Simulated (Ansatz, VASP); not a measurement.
# Gd (Gadolinium) in two plane-wave programs, part 3 of 3

One calculation is typed for both programs; each brings its own data sets and cutoff. How far apart do they land?

VASP 6.6.1 and Ansatz 0.2.0.

So far. Step 2 (Ansatz: single point, LDA, DFT+U): The run ends at a pressure of -3.70 GPa.

**6. VASP: band structure, LDA, DFT+U**

Level of this step: LDA, DFT+U (Gd f 5 eV), spin-polarised from a ferromagnetic start; plane waves and PAW (Gd) (VASP).

The same cell, functional (in two slightly different forms), mesh and smearing now go to VASP, with its own data sets and cutoff.

The input, INCAR:

```
SYSTEM = Gd
PREC = Accurate
ENCUT = 450
EDIFF = 1E-06
NELM = 150
ISMEAR = 1
SIGMA = 0.2
LREAL = .FALSE.
ALGO = Normal
GGA = CA
NBANDS = 40
ISPIN = 2
MAGMOM = 7.115 7.115
LDAU = .TRUE.
LDAUTYPE = 2
LDAUL = 3
LDAUU = 5
LDAUJ = 0
LDAUPRINT = 1
LASPH = .TRUE.
LMAXMIX = 6
AMIX = 0.2
BMIX = 1E-04
AMIX_MAG = 0.8
BMIX_MAG = 1E-04
LORBIT = 11
LWAVE = .FALSE.
LCHARG = .FALSE.
KPAR = 4
```

The input, POSCAR:

```
Gd
1.0
    3.5030593686      0.0000000000      0.0000000000
   -1.7515296843      3.0337384041      0.0000000000
    0.0000000000      0.0000000000      5.5976249190
Gd
2
Direct
    0.3333333333      0.6666666667      0.2500000000
    0.6666666667      0.3333333333      0.7500000000
```

The input, KPOINTS:

```
Automatic mesh
0
Gamma
7 7 4
0 0 0
```

The input, KPOINTS_OPT:

```
Line mode
16
Line-mode
Reciprocal
  0.00000000   0.00000000   0.00000000 GAMMA
  0.50000000   0.00000000   0.00000000 M

  0.50000000   0.00000000   0.00000000 M
  0.33333333   0.33333333   0.00000000 K

  0.33333333   0.33333333   0.00000000 K
  0.00000000   0.00000000   0.00000000 GAMMA

  0.00000000   0.00000000   0.00000000 GAMMA
  0.00000000   0.00000000   0.50000000 A

  0.00000000   0.00000000   0.50000000 A
  0.50000000   0.00000000   0.50000000 L

  0.50000000   0.00000000   0.50000000 L
  0.33333333   0.33333333   0.50000000 H

  0.33333333   0.33333333   0.50000000 H
  0.00000000   0.00000000   0.50000000 A

  0.50000000   0.00000000   0.50000000 L
  0.50000000   0.00000000   0.00000000 M

  0.33333333   0.33333333   0.00000000 K
  0.33333333   0.33333333   0.50000000 H
```

PAW data sets: Gd (PBE family, release 64).

Started as:

```bash
$ mpirun -np 4 vasp_std
```

Numbers of over 12 decimals in the logs are rounded to 6 here.

Log:

```text
[banner, memory and clock lines left out]
running    4 mpi-ranks, on    1 nodes
[...]
[... a notice as in an earlier step ...]

 LDA part: xc-table for (Slater(with rela. corr.)+CA(PZ))
 , standard interpolation
 POSCAR, INCAR and KPOINTS ok, starting setup
[...]
entering main loop
       N       E                     dE             d eps       ncg     rms          rms(c)
DAV:   1     0.250523715987E+03    0.25052E+03   -0.99972E+03  6024   0.400E+03
DAV:   2     0.351175033480E+02   -0.21541E+03   -0.18173E+03  6072   0.463E+02
DAV:   3    -0.416595601135E+01   -0.39283E+02   -0.37540E+02  5896   0.129E+02
DAV:   4    -0.123677628669E+02   -0.82018E+01   -0.80981E+01  7392   0.490E+01
[...]
DAV:  14    -0.227121108041E+02    0.38918E-04   -0.14263E-04  6960   0.912E-02    0.131E-01
DAV:  15    -0.227121067872E+02    0.40169E-05   -0.27112E-05  7104   0.363E-02    0.541E-02
DAV:  16    -0.227121069888E+02   -0.20162E-06   -0.17413E-06  4912   0.605E-03
   1 F= -.22712107E+02 E0= -.22711894E+02  d E =-.639976E-03  mag=    15.3484
 Start KPOINTS_OPT (optional k-point list driver)
k-point batch [1-24\144]
       N       E                     dE             ncg
DAV:   1    -0.300564140338E+04   -0.21943E+05     6064
DAV:   2    -0.789278697102E+04   -0.48871E+04     5760
DAV:   3    -0.877498343973E+04   -0.88220E+03     5432
DAV:   4    -0.893951126770E+04   -0.16453E+03     7328
[...]
DAV:  10    -0.895921814568E+04   -0.65393E-04     5744
DAV:  11    -0.895921814915E+04   -0.34715E-05     3800
DAV:  12    -0.895921814947E+04   -0.31215E-06     3088
[...]
k-point batch [121-144\144]
       N       E                     dE             ncg
DAV:   1    -0.311738114916E+04   -0.33864E+05     6088
DAV:   2    -0.793660045815E+04   -0.48192E+04     5912
DAV:   3    -0.879413805994E+04   -0.85754E+03     5336
DAV:   4    -0.895694340897E+04   -0.16281E+03     7136
[...]
DAV:  10    -0.898047142599E+04   -0.68616E-04     5744
DAV:  11    -0.898047142934E+04   -0.33520E-05     3832
DAV:  12    -0.898047142970E+04   -0.35900E-06     3176
```

Parts of OUTCAR (step 6):

```text
  Total       -0.0480510     -0.0480510     -0.0510250      0.0000000      0.0000000      0.0000000
  in kB       -1.2941468     -1.2941468     -1.3742445      0.0000000      0.0000000      0.0000000
  external PRESSURE =      -1.3208460 kB  Pullay stress =       0.0000000 kB

 POSITION                                       TOTAL-FORCE (eV/Angst)
 -----------------------------------------------------------------------------------
     -0.00000      2.02249      1.39941        -0.000000     -0.000000      0.000000
      1.75153      1.01125      4.19822         0.000000      0.000000      0.000000
 -----------------------------------------------------------------------------------
    total drift:                               -0.000000      0.000000     -0.000000

  FREE ENERGIE OF THE ION-ELECTRON SYSTEM (eV)
  ---------------------------------------------------
  free  energy   TOTEN  =       -22.7121069888 eV

  energy  without entropy=      -22.7114670130  energy(sigma->0) =      -22.71189366

 magnetization (x)
# of ion       s       p       d       f       tot
--------------------------------------------------
    1        0.006  -0.033   0.233   6.908   7.115
    2        0.006  -0.033   0.233   6.908   7.115
--------------------------------------------------
tot          0.012  -0.065   0.466  13.817  14.229

[... 3 further parts left out ...]
[key lines of the parts left out:]
E-fermi :   3.2613
```

Spin-orbit coupling is off here; with elements this heavy it splits and shifts levels by tenths of an eV or more.

**7. Side by side**

Both answers:

```tsv
quantity	Ansatz	VASP	difference
pressure (GPa)	0.22	-0.13	+0.35
total moment (μB)	15.44	15.35	+0.10
moment on Gd1 (μB)	7.44	7.12	+0.32
moment on Gd2 (μB)	7.44	7.12	+0.32
```

**8. VASP: electric field gradients, LDA, DFT+U**

Field gradients test the density near the nuclei, where the PAW reconstruction matters most.

INCAR, as its differences from that of step 6:

```diff
@@ -3,3 +3,3 @@
 ENCUT = 450
-EDIFF = 1E-06
+EDIFF = 1E-07
 NELM = 150
@@ -10,3 +10,3 @@
 GGA = CA
-NBANDS = 40
+NBANDS = 34
 ISPIN = 2
@@ -29 +29,2 @@
 KPAR = 4
+LEFG = .TRUE.
```

POSCAR is that of step 6.

KPOINTS is that of step 6.

Started as:

```bash
$ mpirun -np 4 vasp_std
```

Log:

```text
[... set-up lines as in an earlier step ...]
 entering main loop
       N       E                     dE             d eps       ncg     rms          rms(c)
DAV:   1     0.253836426728E+03    0.25384E+03   -0.10607E+04  4672   0.472E+03
DAV:   2     0.417365804600E+02   -0.21210E+03   -0.18331E+03  4566   0.445E+02
DAV:   3    -0.489851271482E+01   -0.46635E+02   -0.44827E+02  5206   0.150E+02
DAV:   4    -0.127803175368E+02   -0.78818E+01   -0.78162E+01  6328   0.512E+01
[...]
DAV:  16    -0.227121067051E+02   -0.14901E-05   -0.15295E-05  6184   0.226E-02    0.964E-02
DAV:  17    -0.227121065863E+02    0.11880E-06   -0.16182E-06  5074   0.186E-02    0.314E-02
DAV:  18    -0.227121065414E+02    0.44928E-07   -0.71615E-08  2674   0.418E-03
ion   1
     0.0000000    -0.0000000    -0.0000000    -0.4767291     0.0000000     0.0000000
     0.0000627    -0.0000000    -0.0000000    -0.4767291     0.0000000     0.0000000
     0.0000864    -0.0000000    -0.0000000    -0.4767290     0.0000000     0.0000000
     0.0001190    -0.0000000    -0.0000000    -0.4767290     0.0000000     0.0000000
[...]
0.0000000    -0.0000000    -0.0000000   -27.0991824     0.0000000     0.0000004
     0.0000627    -0.0000000    -0.0000000   -27.0849138     0.0000000     0.0000004
     0.0000864    -0.0000000    -0.0000000   -27.0776975     0.0000000     0.0000004
     0.0001190    -0.0000000    -0.0000000   -27.0664351     0.0000000     0.0000004
     0.0001638    -0.0000000    -0.0000000   -27.0489303     0.0000000     0.0000004

ion   2
     0.0000000    -0.0000000    -0.0000000    -0.4767291    -0.0000000     0.0000000
     0.0000627    -0.0000000    -0.0000000    -0.4767291    -0.0000000     0.0000000
     0.0000864    -0.0000000    -0.0000000    -0.4767290    -0.0000000     0.0000000
     0.0001190    -0.0000000    -0.0000000    -0.4767290    -0.0000000     0.0000000
     0.0001638    -0.0000000    -0.0000000    -0.4767290    -0.0000000     0.0000000

     0.0000000    -0.0000000    -0.0000000   -27.0991824    -0.0000000     0.0000004
     0.0000627    -0.0000000    -0.0000000   -27.0849138    -0.0000000     0.0000004
     0.0000864    -0.0000000    -0.0000000   -27.0776975    -0.0000000     0.0000004
     0.0001190    -0.0000000    -0.0000000   -27.0664351    -0.0000000     0.0000004
     0.0001638    -0.0000000    -0.0000000   -27.0489303    -0.0000000     0.0000004

   1 F= -.22712107E+02 E0= -.22711891E+02  d E =-.645955E-03  mag=    15.3488
```

Parts of OUTCAR (step 8):

```text
  Total        0.0030934      0.0030934     -0.0023604      0.0000000      0.0000000      0.0000000
  in kB        0.0833152      0.0833152     -0.0635714      0.0000000      0.0000000      0.0000000
  external PRESSURE =       0.0343530 kB  Pullay stress =       0.0000000 kB

 POSITION                                       TOTAL-FORCE (eV/Angst)
 -----------------------------------------------------------------------------------
     -0.00000      2.02249      1.39941         0.000000      0.000000      0.000000
      1.75153      1.01125      4.19822        -0.000000     -0.000000      0.000000
 -----------------------------------------------------------------------------------
    total drift:                               -0.000000      0.000000     -0.000000

  FREE ENERGIE OF THE ION-ELECTRON SYSTEM (eV)
  ---------------------------------------------------
  free  energy   TOTEN  =       -22.7121065414 eV

  energy  without entropy=      -22.7114605867  energy(sigma->0) =      -22.71189122

[... 3 parts as in an earlier step ...]

[... 1 further part left out ...]
[key lines of the parts left out:]
E-fermi :   3.2614
```

The run ends at a pressure of 0.00 GPa.

**9. Ansatz: electric field gradients, LDA, DFT+U**

The same cell, functional (in two slightly different forms), mesh and smearing now go to Ansatz, which takes its cutoff from its data sets.

The cell is taken from a series of VASP runs on this material, whose earlier steps may have relaxed, scaled or displaced it; both programs get it as it stands.

The input, input.yaml:

```yaml
crystal:
  lattice:
    - [3.5030593686, 0.0, 0.0]
    - [-1.7515296843, 3.0337384041, 0.0]
    - [0.0, 0.0, 5.597624919]
  atoms:
    - { symbol: Gd, position: [0.3333333333, 0.6666666667, 0.25], spin: 7.115 }
    - { symbol: Gd, position: [0.6666666667, 0.3333333333, 0.75], spin: 7.115 }
hamiltonian:
  xc: lda
  pseudopotentials: { kind: paw }
  hubbard: { sites: [{ species: Gd, l: f, u_eff: 5.0 }] }
magnetization:
  spin_polarized: true
kpoints:
  mp_grid: { grid: [7, 7, 4] }
scf:
  occupations: { method: methfessel_paxton, width: 0.2 }
  n_extra_bands: 13
output:
  forces: true
  stress: true
  eigenvalues: true
  efg: {}
  write_density: true
  write_potential: true
  elf: true
  volumetric_format: npy
```

Started as:

```bash
$ ansatz run input.yaml --threads 2 --pin off --max-ram 4608MiB --backend cpu --events-out ev --progress --plain --runs-dir out
```

Log:

```text
[...]
Gd: output.efg is read without spin–orbit coupling, which moves field gradients at and beside such atoms by some per cent and up to a factor of two; PAW files take it under magnetization.noncollinear and magnetization.spin_orbit
[...]
Crystal: 2 atoms, lattice volume = 59.488 Å³
Basis set: ecut = 420 eV, 1117 PW (Γ)
[...]
k-point 1 ↑: bands = [... 14 lower, 6.0896, 6.1203, 6.1446, 6.1446, 6.1908, 6.1908, 6.2109, 6.2155, ... 9 higher]
  k-point 2 ↑: bands = [... 14 lower, 6.0932, 6.0932, 6.1838, 6.1838, 6.1838, 6.1838, 6.2132, 6.2132, ... 9 higher]
  k-point 23 ↓: bands = [... 14 lower, 15.8325, 15.8325, 16.0859, 16.0859, 16.1957, 16.1957, 16.2945, 16.2945, ... 9 higher]
Occupation matrices written to <dir>
[key lines of the parts left out:]
SCF converged after 12 iterations (7 of them in the search for the orbital order of the open f shells)
Magnetization: 15.4441 μB (25.7220 up, 10.2780 down)
Free energy (F): -18253.449153 eV
Fermi energy:    13.570712 eV
P = ⅓ Tr σ = 0.2166 GPa (2.166 kbar)
```

Elapsed: 11 s, on 2 threads of Arm Neoverse V2, shared host; peak memory 0.43 GiB.

The run ends at a pressure of 0.22 GPa.

**10. Comparison**

What differs besides the data sets and the points named for the pairs above, as far as they apply: Ansatz adds the response of the frozen cores to the gradients, VASP leaves it out. Total energies have different zeros and are not compared.

The two programs side by side:

```tsv
quantity	Ansatz	VASP	difference
pressure (GPa)	0.22	0.00	+0.21
total moment (μB)	15.44	15.35	+0.10
moment on Gd1 (μB)	7.44	7.12	+0.32
moment on Gd2 (μB)	7.44	7.12	+0.32
Vzz at Gd1 (V/Å²)	36.7	34.2	+2.5
Vzz at Gd2 (V/Å²)	36.7	34.2	+2.5
```

Ansatz's pressure holds a Pulay correction of 0.05 GPa; VASP's holds none.

**11. What came out**

| Quantity | Value |
| --- | --- |
| difference in total moment (single point, LDA, DFT+U) | 0.089 μB |
| difference in total moment (band structure, LDA, DFT+U) | 0.096 μB |
| difference in total moment (electric field gradients, LDA, DFT+U) | 0.095 μB |

**Reading.** The difference in total moment is 0.089 μB (single point, LDA, DFT+U). How closely two codes agree says nothing of how well the functional describes the real material.

[Lines on the potential files, build, host, timing and source positions are cut from VASP's logs without a mark.]

[Logs are printed without paths, hosts, clocks, repeated set-up lines and the standing remarks that a program may print on its own settings, such as how far it seeks lower states.]

[Hosts, paths, dates, database ids (printed as entryN), source tags and the programs' standing remarks are cut or masked in the printed files.]
